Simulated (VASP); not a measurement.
An input for Quantum ESPRESSO's pw.x (written as the equivalent of a VASP run, and not itself run):

```
&CONTROL
  calculation = 'vc-relax'
  pseudo_dir = './pseudo'
  outdir = './out'
  tprnfor = .true.
  tstress = .true.
  nstep = 30
  forc_conv_thr = 0.00039
/
&SYSTEM
  ibrav = 0
  nat = 4
  ntyp = 2
  ecutwfc = 82
  occupations = 'smearing'
  smearing = 'gaussian'
  degauss = 0.003675
  input_dft = 'rpbe'
/
&ELECTRONS
  conv_thr = 7.3e-09
  electron_maxstep = 100
/
&IONS
/
&CELL
  cell_dofree = 'shape'
/
ATOMIC_SPECIES
  Si 28.085 Si.upf
  C 12.011 C.upf
CELL_PARAMETERS angstrom
     1.5524254   -2.6888794    0.0000000
     1.5524254    2.6888794    0.0000000
     0.0000000    0.0000000    5.0974077
ATOMIC_POSITIONS crystal
  Si   0.6666670  0.3333330  0.4995634
  Si   0.3333330  0.6666670  0.9995634
  C    0.6666670  0.3333330  0.8754366
  C    0.3333330  0.6666670  0.3754366
K_POINTS automatic
  8 8 5 0 0 0
```

Problem. Write the VASP files for the same calculation (RPBE).

Solution. This is not unique; one that fits is 
### KPOINTS
```
Automatic mesh
0
Gamma
8 8 5
0 0 0
```

### POSCAR
```
SiC
1.0
  1.5524254050  -2.6888794269   0.0000000000
  1.5524254050   2.6888794269   0.0000000000
  0.0000000000   0.0000000000   5.0974077463
Si C
2 2
Cartesian
  1.5524254050  -0.8962949349   2.5464782374
  1.5524254050   0.8962949349   5.0951821105
  1.5524254050  -0.8962949349   4.4624574138
  1.5524254050   0.8962949349   1.9137535406
```

**INCAR**
```
# general
SYSTEM = SiC
PREC   = Accurate
ENCUT  = 520
LREAL  = .FALSE.   # projection in real space or not
LASPH  = .TRUE.   # aspherical one-centre terms

# electronic loop
EDIFF  = 1E-7   # SCF stop (eV)
NELM   = 100
ALGO   = Normal   # blocked Davidson

# smearing
ISMEAR = 0   # Gaussian
SIGMA  = 0.05   # width (eV)

# functional
GGA    = RP

# ions
IBRION = 2   # conjugate gradients
NSW    = 30   # most ionic steps
ISIF   = 4   # ions and shape, fixed volume
EDIFFG = -0.01

# output
LWAVE  = .FALSE.
LCHARG = .FALSE.
```

POTCAR, in this order: Si C (PBE.64 set). Program: vasp_std.

Limits of the translation: the potentials are each code's own (VASP's PAW set, PseudoDojo norm-conserving files in pw.x), so ENCUT and ecutwfc are chosen apart and not converted; conv_thr bounds pw.x's estimated SCF error, while EDIFF bounds the energy change between steps; forc_conv_thr acts on force components and is met together with etot_conv_thr.

The compound is SiC in the wurtzite structure, the rare 2H polytype. This run relaxes it. Symmetry was kept, so distortions that lower it aren't found.
